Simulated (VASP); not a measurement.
Here is the system:

```
Pt
1.0
    0.00000     1.91991     1.91991
    1.91991     0.00000     1.91991
    1.91991     1.91991     0.00000
Pt
1
Cartesian
  0.00000   0.00000   0.00000
```

Calculation: PBEsol GGA, VASP's PBE PAW potentials (set 64) (plane waves; VASP). Run with 500 eV cut-off, 16×16×16 Γ-centred mesh, first-order Methfessel-Paxton smearing of 0.10 eV, potentials Pt.

Energy and stress use the plane-wave basis of the starting cell.

Q: The ions, cell shape and volume at an external pressure of 30.0 GPa are relaxed. Which structure does the run end with?

A: 
```
Pt
1.0
    0.00000     1.90465     1.90465
    1.90465     0.00000     1.90465
    1.90465     1.90465     0.00000
Pt
1
Direct
  0.00000   0.00000   0.00000
```
Space group Fm-3m (225), at a tolerance of 0.03 Å.

Q: How do energy and volume change from the first to the last step?

A: The energy (σ→0) changes by +51.8 meV/atom and the volume by -2.4 %, in 4 ionic steps.

The compound is Pt in the fcc structure. This run relaxes it under an external pressure of 30 GPa. Symmetry was kept, so distortions that lower it aren't found.
